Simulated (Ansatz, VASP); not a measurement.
## GaN: VASP beside Ansatz

Aim: how closely do two programs agree when they are given the same cell, functional and k mesh? The cell is taken from a series of runs on this material, whose earlier steps may have relaxed, scaled, displaced or heated it; both programs get it as it stands.

Method: plane waves, with VASP 6.6.1 beside it; PBE, in Ansatz 0.2.0.

## Step 1: The structure

The structure is cubic, space group F-43m (No. 216). The conventional cell has a = 4.549 Å, b = 4.549 Å, c = 4.549 Å, α = 90.00°, β = 90.00°, γ = 90.00°. Nearest to Ga lie 4 N at 1.97 Å. Nearest to N lie 4 Ga at 1.97 Å. Farther neighbours and most contacts between anions are not listed.

Coordinates:

```cif
data_structure
_symmetry_space_group_name_H-M 'P 1'
_symmetry_Int_Tables_number 1
_cell_length_a 3.2164
_cell_length_b 3.2164
_cell_length_c 3.2164
_cell_angle_alpha 60.000
_cell_angle_beta 60.000
_cell_angle_gamma 60.000
_cell_volume 23.53
loop_
_atom_site_label
_atom_site_type_symbol
_atom_site_fract_x
_atom_site_fract_y
_atom_site_fract_z
_atom_site_occupancy
Ga1 Ga 0.00000 0.00000 0.00000 1
N2 N 0.75000 0.75000 0.75000 1
```

## Step 2: VASP: single point, PBE

With cell and atoms fixed, the geometry can't cause a difference; cores, projectors, grids and the points listed under the comparison can.

Lines of VASP's logs that name or quote its potential files are left out, and so is its time.

INCAR

```
SYSTEM = GaN
PREC = Accurate
ENCUT = 520
EDIFF = 1E-06
NELM = 120
ISMEAR = -1
SIGMA = 0.02
LREAL = .FALSE.
ALGO = Normal
GGA = PE
NBANDS = 15
LORBIT = 11
LWAVE = .FALSE.
LCHARG = .FALSE.
ISIF = 2
LASPH = .TRUE.
GGA_COMPAT = .FALSE.
EFERMI = MIDGAP
```

POSCAR

```
GaN
1.0
    0.0000000000      2.2743704899      2.2743704899
    2.2743704899      0.0000000000      2.2743704899
    2.2743704899      2.2743704899      0.0000000000
Ga N
1 1
Direct
    0.0000000000      0.0000000000      0.0000000000
    0.7500000000      0.7500000000      0.7500000000
```

KPOINTS

```
Automatic mesh
0
Gamma
8 8 8
0 0 0
```

The projector-augmented-wave data sets are Ga_d and N (PBE family, release 64).

Command:

```console
$ mpirun -np 1 vasp_std
```

Numbers of over 12 decimals in the logs are rounded to 6 here.

Output:

```text
[banner, memory and clock lines left out]
running    1 mpi-ranks, on    1 nodes
 distrk:  each k-point on    1 cores,    1 groups
 distr:  one band on    1 cores,    1 groups

 POSCAR found type information on POSCAR GaN
 POSCAR found :  2 types and       2 ions
 LDA part: xc-table for (Slater+PW92), standard interpolation
 POSCAR, INCAR and KPOINTS ok, starting setup
 FFT: planning ... GRIDC
 FFT: planning ... GRID_SOFT
 FFT: planning ... GRID
 WAVECAR not read
 entering main loop
       N       E                     dE             d eps       ncg     rms          rms(c)
DAV:   1     0.965477322458E+02    0.96548E+02   -0.94689E+03   934   0.212E+03
DAV:   2    -0.626437400934E+01   -0.10281E+03   -0.95629E+02   975   0.370E+02
DAV:   3    -0.140034086162E+02   -0.77390E+01   -0.77000E+01   996   0.834E+01
DAV:   4    -0.141094577020E+02   -0.10605E+00   -0.10602E+00  1096   0.108E+01
DAV:   5    -0.141108845036E+02   -0.14268E-02   -0.14268E-02  1039   0.112E+00    0.762E+00
DAV:   6    -0.121552257197E+02    0.19557E+01   -0.52334E+00  1305   0.414E+01    0.269E+00
DAV:   7    -0.121607383297E+02   -0.55126E-02   -0.30955E-01   947   0.710E+00    0.176E+00
DAV:   8    -0.121573055695E+02    0.34328E-02   -0.65286E-02   947   0.346E+00    0.835E-01
DAV:   9    -0.121527439487E+02    0.45616E-02   -0.15378E-02  1317   0.284E+00    0.216E-01
DAV:  10    -0.121531402603E+02   -0.39631E-03   -0.15213E-03   988   0.540E-01    0.110E-01
DAV:  11    -0.121530492667E+02    0.90994E-04   -0.28287E-04  1262   0.279E-01    0.651E-03
DAV:  12    -0.121530552934E+02   -0.60267E-05   -0.30304E-05   961   0.573E-02    0.856E-03
DAV:  13    -0.121530550799E+02    0.21347E-06   -0.88480E-07   881   0.101E-02
   1 F= -.12153055E+02 E0= -.12153055E+02  d E =-.498527E-19
```

Parts of OUTCAR (step 2):

```text
ion  position               nearest neighbor table
   1  0.000  0.000  0.000-   2 1.97   2 1.97   2 1.97   2 1.97
   2  0.750  0.750  0.750-   1 1.97   1 1.97   1 1.97   1 1.97

  LATTYP: Found a face centered cubic cell.
 ALAT       =     4.5487409798

 Subroutine GETGRP returns: Found 24 space group operations
 (whereof 24 operations were pure point group operations)

The static configuration has the point symmetry T_d .

 Found     29 irreducible k-points:

   k-points           NKPTS =     29   k-points in BZ     NKDIM =     29   number of bands    NBANDS=     15

   dimension x,y,z NGX =    24 NGY =   24 NGZ =   24
   dimension x,y,z NGXF=    48 NGYF=   48 NGZF=   48

   ENCUT  =  520.0 eV  38.22 Ry    6.18 a.u.   5.98  5.98  5.98*2*pi/ulx,y,z

   NELECT =      18.0000    total number of electrons

 k-points in reciprocal lattice and weights: Automatic mesh
   0.00000000  0.00000000  0.00000000       0.002
   0.12500000  0.00000000  0.00000000       0.016
   0.25000000  0.00000000  0.00000000       0.016
   0.37500000  0.00000000  0.00000000       0.016
   0.50000000  0.00000000  0.00000000       0.008
   0.12500000  0.12500000  0.00000000       0.012
   0.25000000  0.12500000  0.00000000       0.047
   0.37500000  0.12500000  0.00000000       0.047
   0.50000000  0.12500000  0.00000000       0.047
[...]
-0.37500000  0.50000000  0.12500000       0.023
  -0.25000000  0.50000000  0.25000000       0.012

 average (electrostatic) potential at core
       1 -63.8249       2 -62.3682

 E-fermi :   5.7585

 k-point     1 :       0.0000    0.0000    0.0000
  band No.  band energies     occupation
    ...
      5      -8.1447      2.00000
      6      -8.1447      2.00000
      7       4.9857      2.00000
      8       4.9857      2.00000
      9       4.9857      2.00000
     10       6.5314      0.00000
     11      15.1138      0.00000
     12      15.1138      0.00000
     13      15.1138      0.00000
     14      22.2175      0.00000
    ...

 k-point     2 :       0.1250    0.0000    0.0000
  band No.  band energies     occupation
    ...
      5      -8.1461      2.00000
      6      -8.1461      2.00000
      7       3.4528      2.00000
      8       4.8295      2.00000
      9       4.8295      2.00000
     10       7.7028      0.00000
     11      14.4113      0.00000
     12      15.3439      0.00000
     13      15.3439      0.00000
     14      22.0608      0.00000
    ...

 k-point     3 :       0.2500    0.0000    0.0000
  band No.  band energies     occupation
    ...
      5      -8.1400      2.00000
      6      -8.0605      2.00000
      7       1.1814      2.00000
      8       4.4837      2.00000
      9       4.4837      2.00000
     10       8.8768      0.00000
     11      13.6069      0.00000
     12      15.5688      0.00000
     13      15.5688      0.00000
     14      20.8007      0.00000
    ...

  Total        0.0087330      0.0087330      0.0087330     -0.0000000      0.0000000      0.0000000
  in kB        0.5946469      0.5946469      0.5946469     -0.0000000      0.0000000      0.0000000
  external PRESSURE =       0.5946469 kB  Pullay stress =       0.0000000 kB

  energy-cutoff  :      520.00
  volume of cell :       23.53
      direct lattice vectors                 reciprocal lattice vectors
     0.000000000  2.274370490  2.274370490    -0.219841051  0.219841051  0.219841051
     2.274370490  0.000000000  2.274370490     0.219841051 -0.219841051  0.219841051
     2.274370490  2.274370490  0.000000000     0.219841051  0.219841051 -0.219841051

 POSITION                                       TOTAL-FORCE (eV/Angst)
 -----------------------------------------------------------------------------------
      0.00000      0.00000      0.00000        -0.000000     -0.000000     -0.000000
      3.41156      3.41156      3.41156         0.000000      0.000000      0.000000
 -----------------------------------------------------------------------------------
    total drift:                               -0.000002     -0.000002     -0.000001

  FREE ENERGIE OF THE ION-ELECTRON SYSTEM (eV)
  ---------------------------------------------------
  free  energy   TOTEN  =       -12.1530550799 eV

  energy  without entropy=      -12.1530550799  energy(sigma->0) =      -12.15305508

 total charge
# of ion       s       p       d       tot
------------------------------------------
    1        0.785   0.865  10.161  11.812
    2        1.225   2.496   0.000   3.722
--------------------------------------------------
tot          2.011   3.362  10.161  15.534

[... 3 further parts left out ...]
```

The run ends at a pressure of 0.06 GPa.

## Step 3: Ansatz: single point, PBE

Ansatz runs on its PAW soft_1 files.

The same cell, functional, mesh and smearing now go to Ansatz, which takes its cutoff from its data sets.

input.yaml

```yaml
crystal:
  lattice:
    - [0.0, 2.2743704899, 2.2743704899]
    - [2.2743704899, 0.0, 2.2743704899]
    - [2.2743704899, 2.2743704899, 0.0]
  atoms:
    - { symbol: Ga, position: [0.0, 0.0, 0.0] }
    - { symbol: "N", position: [0.75, 0.75, 0.75] }
kpoints:
  mp_grid: { grid: [8, 8, 8] }
  band_path:
    path:
      - [[0.0, 0.0, 0.0], [-0.5, -0.5, 0.0], [-0.375, -0.375, 0.25]]
      - [[-0.375, 0.0, 0.375], [0.0, 0.0, 0.0], [0.0, 0.0, 0.5], [-0.5, -0.25, 0.25], [-0.5, -0.5, 0.0]]
    npoints: 10
hamiltonian:
  xc: pbe
  pseudopotentials: { kind: paw, azcp: { folder: soft_1 } }
scf:
  occupations: { method: fermi_dirac, width: 0.02 }
  n_extra_bands: 4
output:
  eigenvalues: true
  write_density: true
  write_potential: true
  elf: true
  volumetric_format: npy
```

Command:

```console
$ ansatz run input.yaml --threads 3 --pin off --max-ram 92160MiB --backend cuda --events-out ev --progress --plain --runs-dir out --devices 1 --max-vram 13GiB
```

Output:

```text
scf.n_extra_bands = 4 over 9 filled bands (N_el = 18.0): the run solves 13 bands
GPUs: using 1 of 1 available (devices: 1).
Engine: ansatz 0.2.0, x86_64-unknown-linux-gnu
Pseudopotentials: kind: paw
Pseudopotential: Ga, paw, valence charge 13, recommended cutoff 420 eV (normal), soft_1/Ga.paw.azcp
Pseudopotential: N, paw, valence charge 5, recommended cutoff 420 eV (normal), soft_1/N.paw.azcp
Functional definition: PBE
  parameter kappa = 0.804
  parameter beta = 0.066725
  exchange = pbe_x(kappa = kappa, mu = beta*pi^2/3)
  correlation = pbe_c(beta = beta)
device memory: the entry about to start is reckoned to put 0.6 GiB on a device that reports 50.5 GiB free (of which the cap on the GPU budget leaves the run 13.0 GiB)
GPU FFT provider: cuFFT
GPU libraries: cuBLAS 13.8.2, cuFFT 12.4.0, cuSOLVER 12.3.4
Crystal: 2 atoms, lattice volume = 23.530 Å³
Basis set: ecut = 420 eV, 459 PW (Γ)
Bands: 13, of which v1, the nominal top of the filled ones, is band 9 counted from 1 (8 counted from 0)
Symmetry: 24 space group operations
Space group: F-43m (ITA 216), of the structure as read, at distance tolerance 2.9e-5 Å
k-points: 29 of 512 (time reversal used)
Non-local potential: Ga, projectors of the file, l = 0: 2, l = 1: 2, l = 2: 3, l = 3: 1
Non-local potential: N, projectors of the file, l = 0: 2, l = 1: 2, l = 2: 1
PAW form: soft (Blöchl's): semilocal exchange-correlation on the pseudo side does not see the compensation charge
PAW one-centre angular grid: Ga, 590 points (default); XC on 64 Gauss nodes
PAW one-centre angular grid: N, 110 points (default); XC on 64 Gauss nodes
Initial density: superposition of atomic densities (chi_scale 0.1, normalization cell, long waves kept (reshape's long-wave potential 0.00 eV rms))
Initial wavefunctions: pseudopotential atomic-orbital guess
GPU buffer pool allocated for 13824 grid points (all kernels)
GPU transforms: local potential and band sums: pruned to the plane-wave sphere, on 24×24×24
Functional: x = pbe(κ = 0.804, μ = 0.219515), c = pbe(β = 0.066725)
SCF iter   1: F=—  HF=-4168.554623 eV  |F-HF|=—  |Δ(HF+E_count)|=         —  Δρ=1.08e-1  dr2=2.40e0  ethr=3.10e-3  ⟨swp⟩=4.2  Hψ=1927  notcnv=0
preconditioner: auto → none  [insulator: Δε(μ)=2.361 eV  Ē_g=18.901 eV  σ=0.020 eV  W_gap=1.00  n_scr=8 (ndim 8)  ℏωp=32.5 eV  f_vac=0.000  D(μ)=0.00/eV (n_scr^D=0)  ε∞_Penn≈4.0]
SCF iter   2: F=—  HF=-4167.991628 eV  |F-HF|=—  |Δ(HF+E_count)|=   5.63e-1  Δρ=4.22e-2  dr2=3.56e-1  ethr=3.10e-3  ⟨swp⟩=2.8  Hψ=947  notcnv=0
SCF iter   3: F=—  HF=-4167.919716 eV  |F-HF|=—  |Δ(HF+E_count)|=   7.19e-2  Δρ=1.14e-2  dr2=1.28e-2  ethr=1.98e-3  ⟨swp⟩=2.7  Hψ=685  notcnv=0
SCF iter   4: F=—  HF=-4167.912383 eV  |F-HF|=—  |Δ(HF+E_count)|=   7.33e-3  Δρ=2.01e-3  dr2=4.50e-4  ethr=7.09e-5  ⟨swp⟩=2.1  Hψ=982  notcnv=0
SCF iter   5: F=—  HF=-4167.912367 eV  |F-HF|=—  |Δ(HF+E_count)|=   1.62e-5  Δρ=3.22e-4  dr2=1.05e-5  ethr=2.50e-6  ⟨swp⟩=2.0  Hψ=747  notcnv=0
SCF iter   6: F=—  HF=-4167.912406 eV  |F-HF|=—  |Δ(HF+E_count)|=   3.91e-5  Δρ=2.24e-5  dr2=6.78e-8  ethr=5.56e-10  ⟨swp⟩=2.9  Hψ=1976  notcnv=0
SCF iter   7: F=-4167.912406 eV  HF=-4167.912406 eV  |F-HF|=3.54e-10  |Δ(HF+E_count)|=   1.01e-7  Δρ=1.72e-6  dr2=5.35e-10  ethr=3.77e-10  ⟨swp⟩=1.0  Hψ=1127  notcnv=0
SCF 1 converged in 7 iterations: F = -4167.912406 eV  dr2 = 5.35e-10
  greatest PAW one-centre occupation: 0.995 electrons in one spin orbital (limit 2), on the Ga atom at site 0 (counted from 0), in its partial waves of l = 2
device memory: the entry about to start is reckoned to put 0.7 GiB on a device that reports 50.6 GiB free (of which the cap on the GPU budget leaves the run 13.0 GiB)
NSCF: frozen V_eff on 62 k-points, pencils in batches of 32, up to order 60
SCF converged after 7 iterations
Free energy (F): -4167.912406 eV
Harris-Foulkes:  -4167.912406 eV  (|F-HF|=3.54e-10)
Internal energy: -4167.912406 eV  (E = F + TS)
E sigma→0 (E₀):  -4167.912406 eV
Fermi energy:    10.007029 eV
--- Per-component energies (eV) ---
  E_band       = -12.450876
  E_kinetic    = 239.712242
  E_local      = -1436.079037  (includes V_loc(G=0)·N_el)
  E_nonlocal   = -54.833989
  E_hartree    = 902.503559
  E_xc         = -121.961406
  E_vxc        = -130.459218  (∫ρ·V_xc dr)
  E_paw        = -2124.386049  (= ΣΔE_a)
  E_vpaw       = -435.798417  (= ΣTr[D̂ρ^β])
  E_aug_tail   = 0.000745  (compensation charges beyond the density's cutoff)
  E_ewald      = -1572.868470
  E_smearing   = -0.000000  (= −TS)
  E_closure    = 0.000000  (closes the sum)
  Σ components = -4167.912406   (vs F -4167.912406, Δ=0.00e0)
--- Band table (eV; the first three rows and the last of 29) ---
  k-point 0: bands = [... 5 lower, -3.9475, 9.2253, 9.2253, 9.2253, 10.7667, 19.3690, 19.3690, 19.3690]
  k-point 1: bands = [... 5 lower, -3.9490, 7.6916, 9.0692, 9.0692, 11.9393, 18.6608, 19.5983, 19.5983]
  k-point 2: bands = [... 5 lower, -3.8535, 5.4206, 8.7232, 8.7232, 13.1148, 17.8500, 19.8182, 19.8182]
  k-point 28: bands = [... 5 lower, -1.9911, 3.6347, 5.6550, 5.7240, 15.3902, 17.3357, 19.2771, 20.2208]
```

## Step 4: Comparison

Known differences besides the potentials themselves: the cutoff is 420 eV in Ansatz and 520 eV in VASP. Total energies have different zeros and are not compared.

Both answers:

```csv
quantity,Ansatz,VASP,difference
gap on the k mesh (eV),1.541,1.546,-0.004
```

A gap on the mesh is an upper bound, since the band edges may lie between its points.

## Step 5: Summary of results

| Property | Result |
| --- | --- |
| difference in gap on the k mesh (single point, PBE) | -0.0043 eV |

What this shows: The difference in gap on the k mesh is -0.0043 eV (single point, PBE), within the 0.08 eV picked in this series as the mark of a large difference. Such differences can come from data sets, numerical settings and the points named under the comparisons, not from the functional's error against experiment.

[Lines on the potential files, build, host, timing and source positions are cut from VASP's logs without a mark.]

[Logs are printed without paths, hosts, clocks, repeated set-up lines and the standing remarks that a program may print on its own settings, such as how far it seeks lower states.]

[Hosts, paths, dates, database ids (printed as entryN), source tags and the programs' standing remarks are cut or masked in the printed files.]
